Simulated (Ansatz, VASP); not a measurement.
# GaAs: VASP beside Ansatz, part 2 of 2

One calculation is typed for both programs; each brings its own data sets. How far apart do they land? The cell is taken from a series of runs on this material, whose earlier steps may have relaxed, scaled, displaced or heated it; both programs get it as it stands.

VASP 6.6.1 and Ansatz 0.2.0.

So far: Set-up; Ansatz: zone-centre phonons, r2SCAN.

### 3. VASP: zone-centre phonons, r2SCAN

Level of this step: r2SCAN; plane waves and PAW (Ga_d, As) (VASP).

The same cell, functional and mesh now go to VASP, with its own data sets.

Lines of VASP's logs that name or quote its potential files are left out, and so is its time.

INCAR reads:

```
SYSTEM = GaAs
PREC = Accurate
ENCUT = 550
EDIFF = 1E-08
NELM = 120
ISMEAR = 0
SIGMA = 0.01
LREAL = .FALSE.
ALGO = Normal
METAGGA = R2SCAN
LASPH = .TRUE.
NBANDS = 15
LORBIT = 11
LWAVE = .FALSE.
LCHARG = .FALSE.
ISIF = 2
IBRION = 6
NFREE = 2
POTIM = 0.015
NSW = 1
GGA_COMPAT = .FALSE.
EFERMI = MIDGAP
LMIXTAU = .TRUE.
```

POSCAR reads:

```
GaAs
1.0
    0.0000000000      2.8234193984      2.8234193984
    2.8234193984      0.0000000000      2.8234193984
    2.8234193984      2.8234193984      0.0000000000
Ga As
1 1
Direct
    0.0000000000      0.0000000000      0.0000000000
    0.7500000000      0.7500000000      0.7500000000
```

KPOINTS reads:

```
Automatic mesh
0
Gamma
16 16 16
0 0 0
```

PAW data sets: Ga_d and As (PBE family, release 64).

Run with:

```bash
> export OMP_NUM_THREADS=3
> mpirun -np 1 vasp_std
```

Numbers of over 12 decimals in the logs are rounded to 6 here.

Output:

```text
[banner, memory and clock lines left out]
running    1 mpi-ranks, on    1 nodes
 distrk:  each k-point on    1 cores,    1 groups
 distr:  one band on    1 cores,    1 groups
 Offloading initialized ...    1 GPUs detected
 POSCAR found type information on POSCAR GaAs
 POSCAR found :  2 types and       2 ions
|                                                                             |
|               ----> ADVICE to this user running VASP <----                  |
|                                                                             |
|     You enforced a specific xc type in the INCAR file but a different       |
|     [... a line on the potential file left out ...]
|     I HOPE YOU KNOW WHAT YOU ARE DOING!                                     |
|                                                                             |

 LDA part: xc-table for (None), standard interpolation
 POSCAR, INCAR and KPOINTS ok, starting setup
 FFT: planning ... GRIDC
 FFT: planning ... GRID_SOFT
 FFT: planning ... GRID
 WAVECAR not read
 entering main loop
       N       E                     dE             d eps       ncg     rms          rms(c)
DAV:   1     0.645317269014E+02    0.64532E+02   -0.95682E+03  4445   0.174E+03
DAV:   2    -0.223465160362E+02   -0.86878E+02   -0.82911E+02  4917   0.329E+02
DAV:   3    -0.290314841186E+02   -0.66850E+01   -0.66608E+01  5316   0.725E+01
DAV:   4    -0.291321264938E+02   -0.10064E+00   -0.10062E+00  5156   0.990E+00
DAV:   5    -0.291335480119E+02   -0.14215E-02   -0.14215E-02  5618   0.105E+00    0.319E+00
DAV:   6    -0.270592482774E+02    0.20743E+01   -0.51763E-01  5274   0.141E+01    0.192E+00
DAV:   7    -0.270515046371E+02    0.77436E-02   -0.17242E-01  5190   0.365E+00    0.871E-01
DAV:   8    -0.270550572256E+02   -0.35526E-02   -0.82272E-03  5513   0.779E-01    0.327E-01
DAV:   9    -0.270554840271E+02   -0.42680E-03   -0.13786E-03  5117   0.436E-01    0.449E-02
DAV:  10    -0.270554997815E+02   -0.15754E-04   -0.10358E-04  5512   0.752E-02    0.348E-02
DAV:  11    -0.270554941368E+02    0.56446E-05   -0.12610E-05  4952   0.295E-02    0.725E-03
DAV:  12    -0.270554917667E+02    0.23702E-05   -0.26412E-06  5659   0.124E-02    0.105E-03
DAV:  13    -0.270554929754E+02   -0.12088E-05   -0.10839E-07  5243   0.288E-03    0.628E-04
DAV:  14    -0.270554937615E+02   -0.78606E-06   -0.17280E-08  4849   0.192E-03    0.335E-04
DAV:  15    -0.270554944167E+02   -0.65525E-06   -0.80749E-09  3669   0.841E-04    0.884E-05
DAV:  16    -0.270554945192E+02   -0.10249E-06   -0.23445E-09  2826   0.920E-04    0.354E-05
DAV:  17    -0.270554945031E+02    0.16133E-07   -0.49600E-10  2490   0.363E-04    0.243E-05
DAV:  18    -0.270554944720E+02    0.31059E-07   -0.12863E-10  2483   0.122E-04    0.160E-05
DAV:  19    -0.270554944628E+02    0.92170E-08   -0.56524E-11  2350   0.137E-04
   1 F= -.27055494E+02 E0= -.27055494E+02  d E =0.000000E+00
[...]
2 F= -.27054471E+02 E0= -.27054471E+02  d E =0.000000E+00
[...]
3 F= -.27054471E+02 E0= -.27054471E+02  d E =0.000000E+00
[...]
4 F= -.27054408E+02 E0= -.27054408E+02  d E =0.000000E+00
 Finite differences progress:
  Degree of freedom:   2/  2
  Displacement:        1/  2
  Total:               3/  4
 bond charge predicted
       N       E                     dE             d eps       ncg     rms          rms(c)
DAV:   1    -0.270525332035E+02    0.18747E-02   -0.24230E-01 18749   0.215E+00    0.132E-01
DAV:   2    -0.270543415040E+02   -0.18083E-02   -0.88694E-03 23803   0.641E-01    0.700E-02
DAV:   3    -0.270543940203E+02   -0.52516E-04   -0.14867E-04 21122   0.164E-01    0.214E-02
DAV:   4    -0.270544069149E+02   -0.12895E-04   -0.33365E-05 24975   0.598E-02    0.529E-03
DAV:   5    -0.270544077266E+02   -0.81174E-06   -0.38969E-06 21626   0.185E-02    0.130E-03
DAV:   6    -0.270544078068E+02   -0.80186E-07   -0.20702E-07 24650   0.360E-03    0.675E-04
DAV:   7    -0.270544078412E+02   -0.34376E-07   -0.11981E-08 16596   0.923E-04    0.284E-04
DAV:   8    -0.270544078557E+02   -0.14519E-07   -0.10223E-08 17692   0.919E-04    0.662E-05
DAV:   9    -0.270544078543E+02    0.14254E-08   -0.87147E-10 11471   0.370E-04
   5 F= -.27054408E+02 E0= -.27054408E+02  d E =0.000000E+00
 Finite differences progress:
  Degree of freedom:   2/  2
  Displacement:        2/  2
  Total:               4/  4
```

OUTCAR, selected parts (step 3):

```text
ion  position               nearest neighbor table
   1  0.000  0.000  0.000-   2 2.45   2 2.45   2 2.45   2 2.45
   2  0.750  0.750  0.750-   1 2.45   1 2.45   1 2.45   1 2.45

  LATTYP: Found a face centered cubic cell.
 ALAT       =     5.6468387968

 Subroutine GETGRP returns: Found 24 space group operations
 (whereof 24 operations were pure point group operations)

The static configuration has the point symmetry T_d .

 Found    145 irreducible k-points:

   k-points           NKPTS =    145   k-points in BZ     NKDIM =    145   number of bands    NBANDS=     15

   dimension x,y,z NGX =    32 NGY =   32 NGZ =   32
   dimension x,y,z NGXF=    64 NGYF=   64 NGZF=   64

   ENCUT  =  550.0 eV  40.42 Ry    6.36 a.u.   7.64  7.64  7.64*2*pi/ulx,y,z

   NELECT =      18.0000    total number of electrons

 k-points in reciprocal lattice and weights: Automatic mesh
   0.00000000  0.00000000  0.00000000       0.000
   0.06250000  0.00000000  0.00000000       0.002
   0.12500000  0.00000000  0.00000000       0.002
   0.18750000  0.00000000  0.00000000       0.002
   0.25000000  0.00000000  0.00000000       0.002
   0.31250000  0.00000000  0.00000000       0.002
   0.37500000  0.00000000  0.00000000       0.002
   0.43750000  0.00000000  0.00000000       0.002
   0.50000000  0.00000000  0.00000000       0.001
[...]
-0.31250000  0.50000000  0.18750000       0.003
  -0.25000000  0.50000000  0.25000000       0.001

 average (electrostatic) potential at core
       1 -71.2252       2 -54.8889

 E-fermi :   4.2486

 k-point     1 :       0.0000    0.0000    0.0000
  band No.  band energies     occupation
    ...
      5     -11.4370      2.00000
      6      -9.5256      2.00000
      7       3.6642      2.00000
      8       3.7128      2.00000
      9       3.7593      2.00000
     10       4.7379      0.00000
     11       7.7230      0.00000
     12       7.7539      0.00000
     13       7.7869      0.00000
     14      11.9762      0.00000
    ...

 k-point     2 :       0.0625    0.0000    0.0000
  band No.  band energies     occupation
    ...
      5     -11.4370      2.00000
      6      -9.4767      2.00000
      7       2.9822      2.00000
      8       3.5976      2.00000
      9       3.6620      2.00000
     10       5.2828      0.00000
     11       7.8175      0.00000
     12       7.8542      0.00000
     13       7.8883      0.00000
     14      12.2486      0.00000
    ...

 k-point     3 :       0.1250    0.0000    0.0000
  band No.  band energies     occupation
    ...
      5     -11.4371      2.00000
      6      -9.3324      2.00000
      7       1.8253      2.00000
      8       3.4240      2.00000
      9       3.4877      2.00000
     10       5.6981      0.00000
     11       8.0938      0.00000
     12       8.1480      0.00000
     13       8.2864      0.00000
     14      12.9185      0.00000
    ...

  Total        0.2518121      0.2542395      0.2542395      0.0000000     -0.1117229      0.0000000
  in kB        8.9625389      9.0489356      9.0489356      0.0000000     -3.9764592      0.0000000
  external PRESSURE =       9.0201367 kB  Pullay stress =       0.0000000 kB

  energy-cutoff  :      550.00
  volume of cell :       45.01
      direct lattice vectors                 reciprocal lattice vectors
     0.000000000  2.823419398  2.823419398    -0.177090233  0.177090233  0.177090233
     2.823419398  0.000000000  2.823419398     0.177090233 -0.177090233  0.177090233
     2.823419398  2.823419398  0.000000000     0.177090233  0.177090233 -0.177090233

 POSITION                                       TOTAL-FORCE (eV/Angst)
 -----------------------------------------------------------------------------------
      0.00000      0.00000      0.00000        -0.145277     -0.000000     -0.000000
      4.22013      4.23513      4.23513         0.145277      0.000000      0.000000
 -----------------------------------------------------------------------------------
    total drift:                               -0.000958      0.000000      0.000001

  FREE ENERGIE OF THE ION-ELECTRON SYSTEM (eV)
  ---------------------------------------------------
  free  energy   TOTEN  =       -27.0544078543 eV

  energy  without entropy=      -27.0544078543  energy(sigma->0) =      -27.05440785

 Eigenvectors and eigenvalues of the dynamical matrix
 ----------------------------------------------------

   1 f  =    8.038702 THz    50.508657 2PiTHz  268.142251 cm-1    33.245387 meV
             X         Y         Z           dx          dy          dz
      0.000000  0.000000  0.000000    -0.000000    0.000000   -0.714844
      4.235129  4.235129  4.235129     0.000000    0.000000    0.699284

   2 f  =    8.038702 THz    50.508657 2PiTHz  268.142251 cm-1    33.245387 meV
             X         Y         Z           dx          dy          dz
      0.000000  0.000000  0.000000     0.714844    0.000000    0.000000
      4.235129  4.235129  4.235129    -0.699284    0.000000    0.000000

   3 f  =    8.038702 THz    50.508657 2PiTHz  268.142251 cm-1    33.245387 meV
             X         Y         Z           dx          dy          dz
      0.000000  0.000000  0.000000     0.000000    0.714844   -0.000000
      4.235129  4.235129  4.235129     0.000000   -0.699284    0.000000

   4 f/i=    0.056050 THz     0.352175 2PiTHz    1.869638 cm-1     0.231805 meV
             X         Y         Z           dx          dy          dz
      0.000000  0.000000  0.000000     0.638356    0.279105    0.060001
      4.235129  4.235129  4.235129     0.652561    0.285315    0.061336

   5 f/i=    0.056050 THz     0.352175 2PiTHz    1.869638 cm-1     0.231805 meV
             X         Y         Z           dx          dy          dz
      0.000000  0.000000  0.000000    -0.197577    0.325842    0.586334
      4.235129  4.235129  4.235129    -0.201974    0.333093    0.599381

   6 f/i=    0.056050 THz     0.352175 2PiTHz    1.869638 cm-1     0.231805 meV
             X         Y         Z           dx          dy          dz
      0.000000  0.000000  0.000000    -0.206065    0.552200   -0.376311
      4.235129  4.235129  4.235129    -0.210650    0.564488   -0.384685

 ELASTIC MODULI CONTR FROM IONIC RELAXATION (kBar)
 Direction    XX          YY          ZZ          XY          YZ          ZX
 --------------------------------------------------------------------------------
 XX          -0.0000     -0.0000     -0.0000      0.0000      0.0000     -0.0000
 YY          -0.0000     -0.0000     -0.0000      0.0000      0.0000      0.0000
 ZZ          -0.0000     -0.0000     -0.0000      0.0000      0.0000     -0.0000
 XY           0.0000      0.0000      0.0000   -207.5045      0.0000      0.0000
 YZ           0.0000      0.0000      0.0000      0.0000   -207.5045      0.0000
 ZX          -0.0000      0.0000     -0.0000      0.0000      0.0000   -207.5045
 --------------------------------------------------------------------------------

 total charge
# of ion       s       p       d       tot
------------------------------------------
    1        0.848   0.800  10.000  11.648
    2        1.204   1.641   0.033   2.877
--------------------------------------------------
tot          2.052   2.441  10.033  14.525

[... 3 further parts left out ...]
```

The last energy, forces, stress and levels in OUTCAR belong to the last displaced cell, not to the cell of POSCAR.

Levels, forces or a CONTCAR printed for this step are those of its last displaced cell, not of the structure at rest.

### 4. Side by side

Known differences besides the potentials themselves: VASP keeps PBE cores, Ansatz makes them for the functional; fixed occupations in Ansatz, narrow Gaussian smearing in VASP; the data sets hold 28 valence electrons in Ansatz (on its PAW soft_1 files) and 18 in VASP; the cutoff is 500 eV in Ansatz and 550 eV in VASP; VASP uses finite displacements, Ansatz perturbation theory. Total energies have different zeros and are not compared.

The two programs side by side:

| quantity | Ansatz | VASP | difference |
| --- | --- | --- | --- |
| optical mode 1 to 3 (cm⁻¹) | 268.4 | 268.1 | +0.08 % |

Modes are paired by rising frequency, not by their patterns, so a pair may set unlike modes beside each other; they are those without the splitting of longitudinal modes.

### 5. Outcome

* r.m.s. difference of the optical zone-centre modes, each program's sorted by frequency (zone-centre phonons, r2SCAN): 0.23 cm⁻¹

The r.m.s. difference of the optical zone-centre modes, each program's sorted by frequency is 0.23 cm⁻¹ (zone-centre phonons, r2SCAN). The data sets hold unlike numbers of valence electrons (28 in Ansatz and 18 in VASP), so part of the differences comes from the potentials. Such differences can come from data sets, numerical settings and the points named under the comparisons, not from the functional's error against experiment.

[Lines on the potential files, build, host, timing and source positions are cut from VASP's logs without a mark.]

[Logs are printed without paths, hosts, clocks, repeated set-up lines and the standing remarks that a program may print on its own settings, such as how far it seeks lower states.]

[Hosts, paths, dates, database ids (printed as entryN), source tags and the programs' standing remarks are cut or masked in the printed files.]
